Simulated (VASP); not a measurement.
Given:

```
CELL_PARAMETERS angstrom
      4.29000     0.00000     0.00000
      0.00000     4.29000     0.00000
      0.00000     0.00000     4.29000
ATOMIC_POSITIONS crystal
  Cs 0.00000 0.00000 0.00000
  Br 0.50000 0.50000 0.50000
```

Computed with PW91 GGA, VASP's PBE PAW potentials (set 64) (plane waves; VASP). Settings: 520 eV cut-off, 6×6×6 Γ-centred mesh, Gaussian smearing of 0.050 eV, potentials Cs_sv Br.

Energy and stress use the plane-wave basis of the starting cell.

Question: The ions, cell shape and volume are relaxed. What does this cell relax into?

Answer: 
```
CELL_PARAMETERS angstrom
      4.37831     0.00000     0.00000
      0.00000     4.37831     0.00000
      0.00000     0.00000     4.37831
ATOMIC_POSITIONS crystal
  Cs 0.00000 0.00000 0.00000
  Br 0.50000 0.50000 0.50000
```
Space group Pm-3m (221), at a tolerance of 0.03 Å.

Question: How do energy and volume change from the first to the last step?

Answer: The energy (σ→0) changes by -6.9 meV/atom and the volume by +6.3 %, in 3 ionic steps.

The compound is CsBr in the CsCl type structure. This run relaxes it. Symmetry was kept, so distortions that lower it aren't found.
